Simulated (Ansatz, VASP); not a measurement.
# Zn (Zinc) in two plane-wave programs, part 2 of 2

Wanted: the spread between two codes on one cell, functional and k mesh. The structure shown is the end of the Ansatz relaxation below.

VASP 6.6.1 and Ansatz 0.2.0.

So far. Step 3 (VASP: single point, LDA, pair 1): The run ends at a pressure of 0.32 GPa.

## (6) VASP: single point, LDA, pair 2 (continued)

Level of this step: LDA; plane waves and PAW (Zn) (VASP).

Numbers of over 12 decimals in the logs are rounded to 6 here.

Parts of OUTCAR (step 6):

```text
  Total       -0.1300487     -0.1300487      0.0891016      0.0000000      0.0000000      0.0000000
  in kB       -7.7220804     -7.7220804      5.2907111      0.0000000      0.0000000      0.0000000
  external PRESSURE =      -3.3844832 kB  Pullay stress =       0.0000000 kB

 POSITION                                       TOTAL-FORCE (eV/Angst)
 -----------------------------------------------------------------------------------
     -0.00000      1.51660      1.12882         0.000000     -0.000000      0.000000
      1.31342      0.75830      3.38647        -0.000000      0.000000     -0.000000
 -----------------------------------------------------------------------------------
    total drift:                               -0.000000     -0.000000     -0.000000

  FREE ENERGIE OF THE ION-ELECTRON SYSTEM (eV)
  ---------------------------------------------------
  free  energy   TOTEN  =        -3.7301012830 eV

  energy  without entropy=       -3.7293590822  energy(sigma->0) =       -3.72985388

[... 1 part as in an earlier step ...]

[... 2 further parts left out ...]
[key lines of the parts left out:]
E-fermi :   3.8712
```

The run ends at a pressure of -0.34 GPa.

## (7) Side by side

The two programs side by side:

```csv
quantity,Ansatz,VASP,difference
pressure (GPa),-1.00,-0.34,-0.66
```

## (8) Ansatz: relaxation, LDA

This run makes the geometry at which the two programs are then compared. The cell compared in this pair holds 27.76 Å³, against 26.98 Å³ for the pair before.

The structure compared here is the end of the Ansatz relaxation.

Input file input.yaml:

```yaml
crystal:
  lattice:
    - [2.54700034, 0.0, 0.0]
    - [-1.27350017, 2.2057669979, 0.0]
    - [0.0, 0.0, 4.9517540847]
  atoms:
    - { symbol: Zn, position: [0.3333333332, 0.6666666668, 0.25] }
    - { symbol: Zn, position: [0.6666666668, 0.3333333332, 0.75] }
kpoints:
  mp_grid: { grid: [18, 18, 10] }
hamiltonian:
  xc: lda
  pseudopotentials: { kind: paw, azcp: { folder: soft_1 }, xc_functional: pbe }
scf:
  occupations: { method: methfessel_paxton, width: 0.2 }
output:
  forces: true
  stress: true
  eigenvalues: true
relax:
  adjacent_minimum: "off"
  f_tol: 0.001
  max_steps: 60
  cell: { stress_tol: 0.01, fix: [c, angles] }
```

Run with:

```sh
$ ansatz run input.yaml --threads 4 --pin off --max-ram 10240MiB --backend cpu --events-out ev --progress --plain --runs-dir out
```

The program printed:

```text
[...]
Crystal: 2 atoms, lattice volume = 27.819 Å³
Basis set: ecut = 420 eV, 527 PW (Γ)
Bands: 16, of which v1, the nominal top of the filled ones, is band 12 counted from 1 (11 counted from 0)
Symmetry: 8 space group operations
k-points: 546 of 3240
[...]
k-point 545: bands = [... 8 lower, 4.9942, 4.9942, 9.9438, 9.9438, 12.4999, 12.4999, 21.9967, 21.9967]
--- Relaxed structure (3 steps of the walk, 3 accepted, 1 SCFs on fresh bases) ---
[...]
cell:  # Å, volume = 27.7579 Å³
    - [2.544184, 0, 0]
    - [-1.272092, 2.203328, 0]
    - [0, 0, 4.9517540847]
  atoms:
    - { symbol: Zn, position: [0.333333, 0.666667, 0.250000] }
    - { symbol: Zn, position: [0.666667, 0.333333, 0.75] }
[key lines of the parts left out:]
SCF converged after 6 iterations
Free energy (F): -6492.528538 eV
Fermi energy:    11.916580 eV
P = ⅓ Tr σ = -0.7120 GPa (-7.120 kbar)
```

## (9) VASP: single point, LDA, pair 3

The same cell, functional (in two slightly different forms), mesh and smearing now go to VASP, with its own data sets.

Input file INCAR:

```
SYSTEM = Zn
PREC = Accurate
ENCUT = 500
EDIFF = 1E-06
NELM = 120
ISMEAR = 1
SIGMA = 0.2
LREAL = .FALSE.
ALGO = Normal
GGA = PW92
NBANDS = 18
LORBIT = 11
LWAVE = .FALSE.
LCHARG = .FALSE.
ISIF = 2
LASPH = .TRUE.
GGA_COMPAT = .FALSE.
KPAR = 2
```

Input file POSCAR:

```
Zn
1.0
    2.5441843998      0.0000000000      0.0000000000
   -1.2720921999      2.2033283221      0.0000000000
    0.0000000000      0.0000000000      4.9517540847
Zn
2
Direct
    0.3333333385      0.6666666719      0.2500000000
    0.6666666719      0.3333333385      0.7500000000
```

Input file KPOINTS:

```
Automatic mesh
0
Gamma
18 18 10
0 0 0
```

The projector-augmented-wave data sets are Zn (LDA family, release 64).

Run with:

```sh
$ mpirun -np 2 vasp_std
```

The program printed:

```text
[... set-up lines as in an earlier step ...]
 entering main loop
       N       E                     dE             d eps       ncg     rms          rms(c)
DAV:   1     0.104822289074E+03    0.10482E+03   -0.12249E+04  8296   0.212E+03
DAV:   2     0.244930452814E+00   -0.10458E+03   -0.10147E+03  8008   0.295E+02
DAV:   3    -0.403957339570E+01   -0.42845E+01   -0.42706E+01  9008   0.687E+01
DAV:   4    -0.406188726487E+01   -0.22314E-01   -0.22308E-01  8842   0.501E+00
[...]
DAV:   9    -0.374549018402E+01    0.30727E-04   -0.32985E-04 10114   0.220E-01    0.313E-02
DAV:  10    -0.374549297110E+01   -0.27871E-05   -0.22698E-05  8442   0.441E-02    0.284E-03
DAV:  11    -0.374549291741E+01    0.53690E-07   -0.60276E-07  5436   0.936E-03
   1 F= -.37454929E+01 E0= -.37456165E+01  d E =0.370893E-03
```

Parts of OUTCAR (step 9):

```text
  Total        0.1416914      0.1416914     -0.3081812     -0.0000000      0.0000000      0.0000000
  in kB        8.1783810      8.1783810    -17.7881123     -0.0000000      0.0000000      0.0000000
  external PRESSURE =      -0.4771167 kB  Pullay stress =       0.0000000 kB

 POSITION                                       TOTAL-FORCE (eV/Angst)
 -----------------------------------------------------------------------------------
      0.00000      1.46889      1.23794        -0.000000      0.000000      0.000000
      1.27209      0.73444      3.71382         0.000000     -0.000000      0.000000
 -----------------------------------------------------------------------------------
    total drift:                               -0.000001     -0.000001     -0.000000

  FREE ENERGIE OF THE ION-ELECTRON SYSTEM (eV)
  ---------------------------------------------------
  free  energy   TOTEN  =        -3.7454929174 eV

  energy  without entropy=       -3.7458638106  energy(sigma->0) =       -3.74561655

[... 1 part as in an earlier step ...]

[... 2 further parts left out ...]
[key lines of the parts left out:]
E-fermi :   3.4778
```

The run ends at a pressure of -0.05 GPa.

## (10) Comparison

Both answers:

```csv
quantity,Ansatz,VASP,difference
pressure (GPa),-0.71,-0.05,-0.66
```

## (11) What came out

```json
{
  "difference in pressure (single point, LDA, pair 1)": "-0.67 GPa",
  "difference in pressure (single point, LDA, pair 2)": "-0.66 GPa",
  "difference in pressure (single point, LDA, pair 3)": "-0.66 GPa"
}
```

The difference in pressure is -0.67 GPa (single point, LDA, pair 1), within the 1 GPa picked in this series as the mark of a large difference. 3 further runs of this series are not shown here. Such differences can come from data sets, numerical settings and the points named under the comparisons, not from the functional's error against experiment.

[Lines on the potential files, build, host, timing and source positions are cut from VASP's logs without a mark.]

[Logs are printed without paths, hosts, clocks, repeated set-up lines and the standing remarks that a program may print on its own settings, such as how far it seeks lower states.]

[Hosts, paths, dates, database ids (printed as entryN), source tags and the programs' standing remarks are cut or masked in the printed files.]
